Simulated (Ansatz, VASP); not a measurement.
## Si (amorphous Si): VASP beside Ansatz

Wanted: the spread between two codes on one cell, functional and k mesh. Of the first pair: The structure shown is the start of the Ansatz relaxation below; VASP solves that cell, so the two are compared at the walk's first step.

Calculated with Ansatz 0.2.0; plane waves, with VASP 6.6.1 beside it; single point at PBE.

**1. The structure**

The cell holds 72 atoms: 72 Si. Its edges and angles: a = 11.361 Å, b = 11.361 Å, c = 11.361 Å, α = 90.0°, β = 90.0°, γ = 90.0°. As first built, before any earlier steps moved the atoms (in the runner's words): 72 atoms (72 Si) placed at random at 2.29 g/cm^3, melted at 3500 K for 10 ps at fixed volume with the Tersoff potential (Tersoff, Phys. Rev. B 39, 5566 (1989)). Quenched from 3500 K to 300 K at 20 K/ps and fixed volume, annealed at 800 K for 20 ps, held 5 ps, then minimised at fixed cell.

**2. Ansatz: relaxation, PBE**

Ansatz runs on its default PAW (the set named soft_2) files.

The two programs are compared at the cell with which this relaxation starts, whose forces are those of its first step.

Input file input.yaml:

```yaml
crystal:
  lattice:
    - [11.3607, 0.0, 0.0]
    - [0.0, 11.3607, 0.0]
    - [0.0, 0.0, 11.3607]
  atoms:
    - { symbol: Si, position: [0.91975, 0.3993, 0.84023] }
    - { symbol: Si, position: [0.1632, 0.94805, 0.79622] }
    - { symbol: Si, position: [0.45276, 0.67417, 0.84122] }
    - { symbol: Si, position: [0.15231, 0.95043, 0.12407] }
    - { symbol: Si, position: [0.05274, 0.11501, 0.74714] }
    - { symbol: Si, position: [0.39919, 0.16782, 0.25418] }
    - { symbol: Si, position: [0.80117, 0.29216, 0.39989] }
    - { symbol: Si, position: [0.23154, 0.71169, 0.54649] }
    - { symbol: Si, position: [0.39821, 0.59147, 0.50653] }
    - { symbol: Si, position: [0.72276, 0.6906, 0.61384] }
    - { symbol: Si, position: [0.3688, 0.9769, 0.34216] }
    - { symbol: Si, position: [0.53776, 0.74454, 0.5409] }
    - { symbol: Si, position: [0.77518, 0.85119, 0.84171] }
    - { symbol: Si, position: [0.32978, 0.6515, 0.16035] }
    - { symbol: Si, position: [0.74035, 0.56168, 0.45629] }
    - { symbol: Si, position: [0.71623, 0.96258, 0.31811] }
    - { symbol: Si, position: [0.86891, 0.04763, 0.67056] }
    - { symbol: Si, position: [0.75641, 0.11373, 0.83404] }
    - { symbol: Si, position: [0.7403, 0.6699, 0.93171] }
    - { symbol: Si, position: [0.57878, 0.49196, 0.1908] }
    - { symbol: Si, position: [0.72962, 0.31315, 0.86925] }
    - { symbol: Si, position: [0.88972, 0.5013, 0.17941] }
    - { symbol: Si, position: [0.60876, 0.05013, 0.58123] }
    - { symbol: Si, position: [0.12691, 0.62345, 0.69793] }
    - { symbol: Si, position: [0.65538, 0.7545, 0.10282] }
    - { symbol: Si, position: [0.25039, 0.82428, 0.25372] }
    - { symbol: Si, position: [0.63033, 0.58997, 0.77534] }
    - { symbol: Si, position: [0.93326, 0.16657, 0.08126] }
    - { symbol: Si, position: [0.03978, 0.7814, 0.79178] }
    - { symbol: Si, position: [0.16732, 0.35971, 0.54794] }
    - { symbol: Si, position: [0.85261, 0.80964, 0.2748] }
    - { symbol: Si, position: [0.46256, 0.74933, 0.03221] }
    - { symbol: Si, position: [0.35945, 0.21324, 0.93144] }
    - { symbol: Si, position: [0.89806, 0.55065, 0.97955] }
    - { symbol: Si, position: [0.00963, 0.45779, 0.65505] }
    - { symbol: Si, position: [0.51374, 0.15759, 0.08056] }
    - { symbol: Si, position: [0.73601, 0.62623, 0.25523] }
    - { symbol: Si, position: [0.28485, 0.88978, 0.64244] }
    - { symbol: Si, position: [0.96857, 0.85173, 0.09711] }
    - { symbol: Si, position: [0.63888, 0.38245, 0.50365] }
    - { symbol: Si, position: [0.215, 0.25753, 0.21111] }
    - { symbol: Si, position: [0.79798, 0.09852, 0.47132] }
    - { symbol: Si, position: [0.07101, 0.11081, 0.22607] }
    - { symbol: Si, position: [0.0376, 0.2482, 0.91609] }
    - { symbol: Si, position: [0.3275, 0.44501, 0.65226] }
    - { symbol: Si, position: [0.46966, 0.31137, 0.39678] }
    - { symbol: Si, position: [0.04252, 0.69124, 0.98044] }
    - { symbol: Si, position: [0.20377, 0.41322, 0.34559] }
    - { symbol: Si, position: [0.43077, 0.29047, 0.7445] }
    - { symbol: Si, position: [0.91902, 0.45803, 0.46846] }
    - { symbol: Si, position: [0.96318, 0.85565, 0.44961] }
    - { symbol: Si, position: [0.04327, 0.54144, 0.32118] }
    - { symbol: Si, position: [0.46552, 0.83097, 0.71217] }
    - { symbol: Si, position: [0.29879, 0.0528, 0.52322] }
    - { symbol: Si, position: [0.00276, 0.06263, 0.41776] }
    - { symbol: Si, position: [0.81728, 0.30512, 0.18802] }
    - { symbol: Si, position: [0.60025, 0.9719, 0.78754] }
    - { symbol: Si, position: [0.20523, 0.33373, 0.01533] }
    - { symbol: Si, position: [0.20831, 0.55235, 0.01461] }
    - { symbol: Si, position: [0.12658, 0.15793, 0.55666] }
    - { symbol: Si, position: [0.45084, 0.18315, 0.56768] }
    - { symbol: Si, position: [0.83507, 0.99444, 0.00042] }
    - { symbol: Si, position: [0.65854, 0.97556, 0.11509] }
    - { symbol: Si, position: [0.1143, 0.73122, 0.3817] }
    - { symbol: Si, position: [0.64406, 0.32432, 0.07051] }
    - { symbol: Si, position: [0.39751, 0.50472, 0.31287] }
    - { symbol: Si, position: [0.54754, 0.91521, 0.42794] }
    - { symbol: Si, position: [0.28353, 0.5642, 0.81934] }
    - { symbol: Si, position: [0.27293, 0.0106, 0.9596] }
    - { symbol: Si, position: [0.88085, 0.83131, 0.65516] }
    - { symbol: Si, position: [0.48126, 0.95797, 0.97348] }
    - { symbol: Si, position: [0.61253, 0.3909, 0.71866] }
kpoints:
  mp_grid: { grid: [1, 1, 1] }
hamiltonian:
  xc: pbe
scf:
  occupations: { method: fermi_dirac, width: 0.025 }
output:
  forces: true
relax:
  f_tol: 0.04
  max_steps: 250
  cell: {}
```

Command:

```
$ ansatz run input.yaml --threads 4 --pin off --max-ram 8192MiB --backend cpu --events-out ev --progress --plain --runs-dir out
```

Numbers of over 12 decimals in the logs are rounded to 6 here.

The program printed:

```text
Engine: ansatz 0.2.0, x86_64-unknown-linux-gnu
Pseudopotentials: kind: paw
Pseudopotential: Si, paw, valence charge 4, recommended cutoff 420 eV (normal), Si.paw.azcp
Functional definition: PBE
  parameter kappa = 0.804
  parameter beta = 0.066725
  exchange = pbe_x(kappa = kappa, mu = beta*pi^2/3)
  correlation = pbe_c(beta = beta)
Crystal: 72 atoms, lattice volume = 1466.274 Å³
Basis set: ecut = 420 eV, 28545 PW (Γ), exchange–correlation on 160×160×160 points (8 copies of the dense FFT grid, shifted against one another)
Bands: 216, of which v1, the nominal top of the filled ones, is band 144 counted from 1 (143 counted from 0)
Symmetry: 1 space group operations
Space group: P1 (ITA 1), of the structure as read, at distance tolerance 1.1e-4 Å
k-points: 1
Non-local potential: Si, projectors of the file, l = 0: 2, l = 1: 2, l = 2: 2
PAW form: soft (Blöchl's): semilocal exchange-correlation on the pseudo side does not see the compensation charge
PAW one-centre angular grid: Si, 110 points (default); XC on 64 Gauss nodes
Initial density: superposition of atomic densities (neutral atoms: chi_scale 0, normalization atom), corrected by the library's trained network
Initial wavefunctions: pseudopotential atomic-orbital guess
Functional: x = pbe(κ = 0.804, μ = 0.219515), c = pbe(β = 0.066725)
SCF iter   1: F=—  HF=-45758.298972 eV  |F-HF|=—  |Δ(HF+E_count)|=         —  Δρ=4.21e-3  dr2=9.46e-1  ethr=1.77e-3  ⟨swp⟩=6.0  Hψ=1001  notcnv=0  defer=34
preconditioner: auto → Resta (q_TF=auto, 2.080 Å⁻¹)  ε∞=5.8  [insulator: Δε(μ)=0.075 eV  Ē_g=7.476 eV  σ=0.025 eV  W_gap=0.64  n_scr=250 (ndim 8)  ℏωp=16.5 eV  f_vac=0.001  D(μ)=23.91/eV (n_scr^D=122)  ε∞_Penn≈5.8]
SCF iter   2: F=—  HF=-45758.189421 eV  |F-HF|=—  |Δ(HF+E_count)|=   1.10e-1  Δρ=2.07e-3  dr2=1.33e-1  ethr=3.29e-4  ⟨swp⟩=1.0  Hψ=249  notcnv=0  defer=57
preconditioner: auto → Kerker (q_TF=auto, 2.080 Å⁻¹)  [metal: Δε(μ)=0.029 eV  Ē_g=7.472 eV  σ=0.025 eV  W_gap=0.28  n_scr=250 (ndim 8)  ℏωp=16.5 eV  f_vac=0.001  D(μ)=36.87/eV (n_scr^D=250)]
SCF iter   3: F=—  HF=-45758.173575 eV  |F-HF|=—  |Δ(HF+E_count)|=   1.58e-2  Δρ=7.00e-4  dr2=2.06e-2  ethr=4.63e-5  ⟨swp⟩=3.0  Hψ=288  notcnv=0  defer=59
SCF iter   4: F=—  HF=-45758.174057 eV  |F-HF|=—  |Δ(HF+E_count)|=   4.82e-4  Δρ=1.88e-4  dr2=1.77e-3  ethr=7.15e-6  ⟨swp⟩=3.0  Hψ=249  notcnv=0  defer=59
SCF iter   5: F=—  HF=-45758.174472 eV  |F-HF|=—  |Δ(HF+E_count)|=   4.15e-4  Δρ=7.35e-5  dr2=3.76e-4  ethr=6.15e-7  ⟨swp⟩=3.0  Hψ=378  notcnv=0  defer=59
SCF iter   6: F=—  HF=-45758.174584 eV  |F-HF|=—  |Δ(HF+E_count)|=   1.12e-4  Δρ=2.58e-5  dr2=5.02e-5  ethr=1.31e-7  ⟨swp⟩=2.0  Hψ=232  notcnv=0  defer=59
SCF iter   7: F=—  HF=-45758.173816 eV  |F-HF|=—  |Δ(HF+E_count)|=   7.68e-4  Δρ=1.09e-5  dr2=8.74e-6  ethr=1.74e-8  ⟨swp⟩=2.0  Hψ=286  notcnv=0  defer=59
SCF iter   8: F=—  HF=-45758.173819 eV  |F-HF|=—  |Δ(HF+E_count)|=   3.22e-6  Δρ=3.92e-6  dr2=1.15e-6  ethr=3.04e-9  ⟨swp⟩=2.0  Hψ=227  notcnv=0  defer=59
SCF iter   9: F=—  HF=-45758.173820 eV  |F-HF|=—  |Δ(HF+E_count)|=   4.35e-7  Δρ=1.55e-6  dr2=1.64e-7  ethr=4.00e-10  ⟨swp⟩=2.0  Hψ=232  notcnv=0  defer=59
SCF iter  10: F=-45758.173820 eV  HF=-45758.173820 eV  |F-HF|=2.18e-11  |Δ(HF+E_count)|=   6.69e-8  Δρ=4.74e-7  dr2=1.20e-8  ethr=3.47e-11  ⟨swp⟩=4.0  Hψ=643  notcnv=0
SCF 1 converged in 10 iterations: F = -45758.173820 eV  dr2 = 1.20e-8
  greatest PAW one-centre occupation: 0.691 electrons in one spin orbital (limit 2), on the Si atom at site 19 (counted from 0), in its partial waves of l = 0
relax step   1: F+E_penalty+E_count = -45758.17381997 eV  Δ(F+E_penalty+E_count) = +0.000e0 eV  max|allowed force component| = 8.217e-1 eV/Å  Δτ_max = 0.0000 Å  P = -0.223 GPa  Ω = 1466.274 Å³  (10 SCF iters, dr2 threshold 1.00e-7 eV, accepted)
Crystal: 72 atoms, lattice volume = 1471.937 Å³
Basis set: ecut = 420 eV, 28773 PW (Γ), exchange–correlation on 160×160×160 points (8 copies of the dense FFT grid, shifted against one another)
Initial density: handed on by an earlier stage of this run
Initial wavefunctions: those handed on with the density
iter 1 solved again at ethr=2.82e-4 eV; its pass at ethr=3.10e-3 eV (dr2=8.12e-1 eV) is discarded
SCF iter   1: F=—  HF=-45760.331297 eV  |F-HF|=—  |Δ(HF+E_count)|=         —  Δρ=6.81e-3  dr2=8.21e-1  ethr=2.82e-4  ⟨swp⟩=12.0  Hψ=1369  notcnv=0  defer=2
preconditioner: auto → Resta (q_TF=auto, 2.079 Å⁻¹)  ε∞=5.8  [insulator: Δε(μ)=0.091 eV  Ē_g=7.495 eV  σ=0.025 eV  W_gap=0.72  n_scr=228 (ndim 8)  ℏωp=16.4 eV  f_vac=0.001  D(μ)=19.31/eV (n_scr^D=82)  ε∞_Penn≈5.8]
SCF iter   2: F=—  HF=-45760.247467 eV  |F-HF|=—  |Δ(HF+E_count)|=   8.38e-2  Δρ=3.79e-3  dr2=2.00e-1  ethr=2.82e-4  ⟨swp⟩=1.0  Hψ=249  notcnv=0  defer=2
SCF iter   3: F=—  HF=-45760.231957 eV  |F-HF|=—  |Δ(HF+E_count)|=   1.55e-2  Δρ=5.75e-4  dr2=8.47e-3  ethr=6.94e-5  ⟨swp⟩=3.0  Hψ=315  notcnv=0  defer=58
[...]
atom  32  Si    -0.00114709     0.00017761    -0.00094291
  atom  33  Si    -0.00130472     0.00057768    -0.00291029
  atom  34  Si     0.00016245    -0.00233254     0.00330884
  atom  35  Si     0.00059978    -0.00229024     0.00065729
  atom  36  Si    -0.00333350    -0.00608380    -0.00148070
  atom  37  Si    -0.00470938    -0.01456243     0.00385417
  atom  38  Si     0.00278941    -0.00060809    -0.00043698
  atom  39  Si    -0.00688154     0.00990805    -0.00679036
  atom  40  Si    -0.00206695    -0.00123404     0.00953747
  atom  41  Si     0.00273998     0.00390452    -0.00200899
  atom  42  Si     0.01074062    -0.00110523    -0.00335431
  atom  43  Si     0.00016444    -0.00589169     0.00244724
  atom  44  Si    -0.00142716    -0.00143859    -0.00011618
  atom  45  Si    -0.00108735     0.00055231     0.00193274
  atom  46  Si     0.01018696     0.01938491    -0.01175652
  atom  47  Si    -0.00255778     0.00210630     0.00411015
  atom  48  Si    -0.00321307     0.00174358     0.00057795
  atom  49  Si     0.00342776    -0.00275074    -0.00179984
  atom  50  Si    -0.00223649     0.00316267     0.00099682
  atom  51  Si    -0.00192389     0.00098683    -0.00154594
  atom  52  Si    -0.00094418    -0.00086834     0.00032150
  atom  53  Si    -0.00503178     0.00295050     0.00027799
  atom  54  Si    -0.00097447     0.00174100     0.00155748
  atom  55  Si     0.00096678    -0.00040003    -0.00584207
[...]
atom  65  Si    -0.00521463     0.00592114    -0.00026824
  atom  66  Si    -0.00869980    -0.01254665     0.00969560
  atom  67  Si    -0.00252901     0.00750775     0.00129216
  atom  68  Si    -0.00018164     0.00152294     0.00041865
  atom  69  Si    -0.00501520    -0.00263252     0.00093582
  atom  70  Si    -0.00099487    -0.00175040    -0.00238970
  atom  71  Si     0.00541348     0.00651115     0.00547325
  atom  72  Si     0.00291171     0.00181712    -0.00180265
  max |Σ_I F_I| component: 5.91e-7 eV/Å
--- Stress (GPa, compression-positive) ---
        0.035907      -0.014167       0.004219
       -0.014167      -0.001941      -0.006739
        0.004219      -0.006739       0.009286
  P = ⅓ Tr σ = 0.0144 GPa (0.144 kbar)
--- Relaxed structure (18 steps of the walk, 17 accepted, 1 SCFs on fresh bases) ---
  F+E_penalty+E_count = -45762.17989431 eV   max|allowed force component| = 2.765e-2 eV/Å   (the final SCF, on the basis selected at the relaxed cell)
  cell:  # Å, volume = 1475.3598 Å³
    - [11.927564, -0.362429, 0.027269]
    - [-0.362429, 11.324019, -0.204445]
    - [0.027269, -0.204445, 10.937453]
  atoms:
    - { symbol: Si, position: [0.919865, 0.381146, 0.823850] }
    - { symbol: Si, position: [0.157601, 0.943936, 0.799265] }
    - { symbol: Si, position: [0.447761, 0.689954, 0.840244] }
    - { symbol: Si, position: [0.154007, 0.953381, 0.118019] }
    - { symbol: Si, position: [0.052948, 0.104797, 0.746971] }
    - { symbol: Si, position: [0.390889, 0.175744, 0.242553] }
    - { symbol: Si, position: [0.803359, 0.289271, 0.405295] }
    - { symbol: Si, position: [0.242076, 0.713353, 0.539011] }
    - { symbol: Si, position: [0.402285, 0.599888, 0.516017] }
    - { symbol: Si, position: [0.710902, 0.702316, 0.614958] }
    - { symbol: Si, position: [0.378837, 0.984040, 0.332597] }
    - { symbol: Si, position: [0.538411, 0.764765, 0.547650] }
    - { symbol: Si, position: [0.767194, 0.853931, 0.855776] }
    - { symbol: Si, position: [0.324203, 0.657538, 0.161434] }
    - { symbol: Si, position: [0.746469, 0.559540, 0.460761] }
    - { symbol: Si, position: [0.730574, 0.949232, 0.325502] }
    - { symbol: Si, position: [0.865571, 0.039642, 0.671681] }
    - { symbol: Si, position: [0.698177, 0.108587, 0.757564] }
    - { symbol: Si, position: [0.738463, 0.658516, 0.931097] }
    - { symbol: Si, position: [0.574691, 0.461017, 0.238806] }
    - { symbol: Si, position: [0.729465, 0.302591, 0.844946] }
    - { symbol: Si, position: [0.885670, 0.489936, 0.167126] }
    - { symbol: Si, position: [0.613393, 0.090813, 0.561121] }
    - { symbol: Si, position: [0.127606, 0.633877, 0.690918] }
[...]
- { symbol: Si, position: [0.650409, 0.317440, 0.064551] }
    - { symbol: Si, position: [0.379620, 0.516902, 0.316979] }
    - { symbol: Si, position: [0.554345, 0.928861, 0.423653] }
    - { symbol: Si, position: [0.274069, 0.580380, 0.815996] }
    - { symbol: Si, position: [0.285172, 0.010699, 0.958885] }
    - { symbol: Si, position: [0.879734, 0.826912, 0.661422] }
    - { symbol: Si, position: [0.502289, 0.968236, 1.032504] }
    - { symbol: Si, position: [0.609160, 0.396709, 0.715069] }
```

[end of part 1 of 3]

[Lines on the potential files, build, host, timing and source positions are cut from VASP's logs without a mark.]

[Logs are printed without paths, hosts, clocks, repeated set-up lines and the standing remarks that a program may print on its own settings, such as how far it seeks lower states.]

[Hosts, paths, dates, database ids (printed as entryN), source tags and the programs' standing remarks are cut or masked in the printed files.]
